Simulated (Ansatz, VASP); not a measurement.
# AlNi: VASP beside Ansatz, part 2 of 2

Wanted: the spread between two codes on one cell, functional and k mesh. The cell is taken from a series of runs on this material, whose earlier steps may have relaxed, scaled, displaced or heated it; both programs get it as it stands.

VASP 6.6.1 and Ansatz 0.2.0.

So far: Set-up; VASP: zone-centre phonons, PBEsol.

## Step 3: Ansatz: zone-centre phonons, PBEsol

Level of this step: Ansatz beside VASP: Kohn-Sham DFT, plane waves, PBEsol (Ansatz).

Ansatz runs on its PAW soft_1 files.

The same cell, functional, mesh and smearing now go to Ansatz, which takes its cutoff from its data sets.

File input.yaml:

```yaml
crystal:
  lattice:
    - [2.9087036859, 0.0388875727, 0.0]
    - [0.0388875727, 2.9087036859, 0.0]
    - [0.0, 0.0, 2.8099718846]
  atoms:
    - { symbol: Al, position: [0.0, 0.0, 0.0] }
    - { symbol: Ni, position: [0.5, 0.5, 0.5] }
kpoints:
  mp_grid: { grid: [16, 16, 16] }
hamiltonian:
  xc: pbesol
  pseudopotentials: { kind: paw, azcp: { folder: soft_1 }, xc_functional: pbe }
scf:
  occupations: { method: methfessel_paxton, width: 0.2 }
output:
  eigenvalues: true
phonons:
  method: dfpt
```

Started as:

```console
$ ansatz run input.yaml --threads 4 --pin off --max-ram 10240MiB --backend cpu --events-out ev --progress --plain --runs-dir out
```

Numbers of over 12 decimals in the logs are rounded to 6 here.

The program printed:

```text
zone centre: on kpoints.mp_grid the ground state, and the responses unless they are solved on pairs of k-points, stand on 1170 of the mesh's 4096 k-points, reduced under 4 symmetry operations, with k and −k counted as one. Each operation leaves every solved displacement unchanged or reverses it
Engine: ansatz 0.2.0, x86_64-unknown-linux-gnu
Pseudopotentials: kind: paw
Pseudopotential: Al, paw, valence charge 3, recommended cutoff 420 eV (normal), soft_1/Al.paw.azcp
Pseudopotential: Ni, paw, valence charge 18, recommended cutoff 420 eV (normal), soft_1/Ni.paw.azcp
Functional definition: PBEsol
  exchange = pbesol_x
  correlation = pbesol_c
Crystal: 2 atoms, lattice volume = 23.770 Å³
Basis set: ecut = 420 eV, 461 PW (Γ), exchange–correlation on 40×40×40 points (8 copies of the dense FFT grid, shifted against one another)
Bands: 15, of which v1, the nominal top of the filled ones, is band 11 counted from 1 (10 counted from 0)
Symmetry: 8 space group operations
k-points: 1170 of 4096 (irreducible under 4 space group operations)
Non-local potential: Al, projectors of the file, l = 0: 2, l = 1: 2, l = 2: 1
Non-local potential: Ni, projectors of the file, l = 0: 3, l = 1: 2, l = 2: 3, l = 3: 1
PAW form: soft (Blöchl's): semilocal exchange-correlation on the pseudo side does not see the compensation charge
PAW frozen core: Al, regenerated for the run's functional, and the local potential with it (the file was generated under x = pbe(κ = 0.804, μ = 0.219515), c = pbe(β = 0.066725))
PAW frozen core: Ni, regenerated for the run's functional, and the local potential with it (the file was generated under x = pbe(κ = 0.804, μ = 0.219515), c = pbe(β = 0.066725))
PAW one-centre angular grid: Al, 110 points (default); XC on 64 Gauss nodes
PAW one-centre angular grid: Ni, 590 points (default); XC on 64 Gauss nodes
Initial density: superposition of atomic densities (chi_scale 0.1, normalization cell, long waves kept (reshape's long-wave potential 0.00 eV rms))
Initial wavefunctions: pseudopotential atomic-orbital guess
Functional: x = pbesol(κ = 0.804, μ = 0.123457), c = pbesol(β = 0.046)
SCF iter   1: F=—  HF=-6331.229702 eV  |F-HF|=—  |Δ(HF+E_count)|=         —  Δρ=7.99e-2  dr2=1.53e0  ethr=3.10e-3  ⟨swp⟩=4.0  Hψ=77701  notcnv=0
preconditioner: auto → none  [metal: Δε(μ)=0.017 eV  Ē_g=10.168 eV  σ=0.200 eV  W_gap=0.07  n_scr=6 (ndim 8)  ℏωp=27.5 eV  f_vac=0.000  D(μ)=0.66/eV (n_scr^D=6)  sad-step TF]
SCF iter   2: F=—  HF=-6331.072997 eV  |F-HF|=—  |Δ(HF+E_count)|=   1.57e-1  S|Δr|=    0.00e0  Δρ=5.87e-2  dr2=8.93e-1  ethr=3.10e-3  ⟨swp⟩=2.0  Hψ=31482  notcnv=0  defer=256
SCF iter   3: F=—  HF=-6330.879397 eV  |F-HF|=—  |Δ(HF+E_count)|=   1.94e-1  S|Δr|=    0.00e0  Δρ=2.32e-2  dr2=1.15e-1  ethr=3.10e-3  ⟨swp⟩=2.0  Hψ=22211  notcnv=0  defer=256
SCF iter   4: F=—  HF=-6330.860100 eV  |F-HF|=—  |Δ(HF+E_count)|=   1.93e-2  S|Δr|=    0.00e0  Δρ=5.27e-3  dr2=3.86e-3  ethr=5.45e-4  ⟨swp⟩=2.0  Hψ=30710  notcnv=0  defer=234
SCF iter   5: F=—  HF=-6330.859899 eV  |F-HF|=—  |Δ(HF+E_count)|=   2.01e-4  S|Δr|=    0.00e0  Δρ=4.60e-4  dr2=2.20e-5  ethr=1.84e-5  ⟨swp⟩=2.2  Hψ=23690  notcnv=0  defer=231
SCF iter   6: F=—  HF=-6330.859890 eV  |F-HF|=—  |Δ(HF+E_count)|=   9.15e-6  S|Δr|=    0.00e0  Δρ=9.01e-5  dr2=1.04e-6  ethr=1.05e-7  ⟨swp⟩=2.0  Hψ=29687  notcnv=0  defer=231
SCF iter   7: F=—  HF=-6330.859896 eV  |F-HF|=—  |Δ(HF+E_count)|=   6.35e-6  S|Δr|=    0.00e0  Δρ=1.33e-5  dr2=3.03e-8  ethr=4.93e-9  ⟨swp⟩=2.3  Hψ=24796  notcnv=0  defer=231
SCF iter   8: F=—  HF=-6330.859896 eV  |F-HF|=—  |Δ(HF+E_count)|=   4.92e-9  S|Δr|=    0.00e0  Δρ=1.57e-6  dr2=4.05e-10  ethr=1.44e-10  ⟨swp⟩=1.7  Hψ=22472  notcnv=0  defer=231
SCF iter   9: F=-6330.859896 eV  HF=-6330.859896 eV  |F-HF|=2.73e-12  |Δ(HF+E_count)|=  7.00e-11  S|Δr|=    0.00e0  Δρ=6.93e-8  dr2=7.70e-13  ethr=1.00e-12  ⟨swp⟩=5.0  Hψ=83031  notcnv=0
SCF 1 converged in 9 iterations: F = -6330.859896 eV  dr2 = 7.70e-13
  greatest PAW one-centre occupation: 1.001 electrons in one spin orbital (limit 2), on the Ni atom at site 1 (counted from 0), in its partial waves of l = 1
DFPT response loops at Γ: preconditioner auto → Kerker (q_TF=auto, 2.673 Å⁻¹) (partly filled bands, converged f_vac=0.000); β = 1.00, the filter's whole step (`scf.mixing.beta` (0.50) is not read by the response loops under this deck's `scf.mixing.preconditioner`; to damp them name `kerker` or `kerker_dos`, under which they read `scf.mixing.beta`, and type it under 1.00, their step now; both keys bind the ground state too); Broyden in place of MSR1
SCF converged after 9 iterations
Stability not checked: this state was not tested for a lower state beside it, because cold or Methfessel-Paxton smearing, or corrected tetrahedra, fill the levels in a way that the test cannot read (fill_not_monotonic; see scf.lower_state_search)
Free energy (F): -6330.859896 eV
Harris-Foulkes:  -6330.859896 eV  (|F-HF|=2.73e-12)
Internal energy: -6330.859992 eV  (E = F + TS)
E sigma→0 (E₀):  -6330.859920 eV
Entropy (-TS):   0.000096 eV (0.048 meV/atom)
Fermi energy:    13.841496 eV
--- Per-component energies (eV) ---
  E_band       = -337.998288
  E_kinetic    = 368.583238
  E_local      = -3739.780324  (includes V_loc(G=0)·N_el)
  E_nonlocal   = -105.521758
  E_hartree    = 1960.010305
  E_xc         = -151.503558
  E_vxc        = -177.251844  (∫ρ·V_xc dr)
  E_paw        = -2080.767019  (= ΣΔE_a)
  E_vpaw       = -604.049107  (= ΣTr[D̂ρ^β])
  E_aug_tail   = 0.000862  (compensation charges beyond the density's cutoff)
  E_ewald      = -2582.098167
  E_core_change = 0.216428  (= ΣΔE_core)
  E_smearing   = 0.000096  (= −TS)
  E_closure    = 0.000000  (closes the sum)
  Σ components = -6330.859896   (vs F -6330.859896, Δ=0.00e0)
--- Band table (eV; the first three rows and the last of 1170) ---
  k-point 0: bands = [... 7 lower, 12.2289, 12.3004, 12.3698, 18.8394, 19.0280, 20.1802, 21.8431, 22.0610]
  k-point 1: bands = [... 7 lower, 12.2331, 12.2617, 12.3333, 18.9427, 19.1281, 19.2403, 21.8505, 22.8364]
  k-point 2: bands = [... 7 lower, 12.1555, 12.2330, 12.2451, 17.7400, 19.2435, 19.4199, 21.8726, 23.8493]
  k-point 1169: bands = [... 7 lower, 12.8203, 12.9075, 15.5913, 15.7900, 15.9429, 17.6603, 18.0861, 18.3261]
--- Phonons (Γ-DFPT): 4 representative perturbations + reference, on 1170 of 4096 k-points (Σ response iterations 13) ---
  k mesh reduced under 4 symmetry operations, with k and −k counted as one. Each operation leaves every solved displacement unchanged or reverses it
  ASR residual: 7.055e-5 → 0.000e0 eV/Å²; symmetrization residual: 1.159e-6 eV/Å²
  ASR residual per site (eV/Å²): 1.28e-5 7.06e-5
  Γ frequencies (cm⁻¹): 0.00 0.00 0.00 274.21 292.91 312.65
  non-analytic LO–TO correction: not included (Born effective charges unavailable; polar crystals: no LO–TO splitting at Γ)
```

## Step 4: Differences

Known differences besides the potentials themselves: the data sets hold 21 valence electrons in Ansatz (on its PAW soft_1 files) and 13 in VASP; the cutoff is 420 eV in Ansatz and 600 eV in VASP; Ansatz makes its cores anew for this functional, VASP keeps those of its PBE data sets. Total energies have different zeros and are not compared.

Compared:

| quantity | Ansatz | VASP | difference |
| --- | --- | --- | --- |
| optical mode 1 (cm⁻¹) | 274.2 | 275.5 | -0.47 % |
| optical mode 2 (cm⁻¹) | 292.9 | 293.9 | -0.32 % |
| optical mode 3 (cm⁻¹) | 312.6 | 314.3 | -0.52 % |

Modes are paired by rising frequency, not by their patterns, so a pair may set unlike modes beside each other; they are those without the splitting of longitudinal modes.

## Step 5: What came out

```json
{
  "r.m.s. difference of the optical zone-centre modes, each program's sorted by frequency (zone-centre phonons, PBEsol)": "1.3 cm⁻¹",
  "difference in optical mode 3 (zone-centre phonons, PBEsol)": "-0.5 %"
}
```

What this shows: The r.m.s. difference of the optical zone-centre modes, each program's sorted by frequency is 1.3 cm⁻¹ (zone-centre phonons, PBEsol). The data sets hold unlike numbers of valence electrons (21 in Ansatz and 13 in VASP), so part of the differences comes from the potentials. Among the rows given in per cent, the largest difference of the zone-centre phonons, PBEsol pair is in optical mode 3, -0.5 %. Such differences can come from data sets, numerical settings and the points named under the comparisons, not from the functional's error against experiment.

[Lines on the potential files, build, host, timing and source positions are cut from VASP's logs without a mark.]

[Logs are printed without paths, hosts, clocks, repeated set-up lines and the standing remarks that a program may print on its own settings, such as how far it seeks lower states.]

[Hosts, paths, dates, database ids (printed as entryN), source tags and the programs' standing remarks are cut or masked in the printed files.]
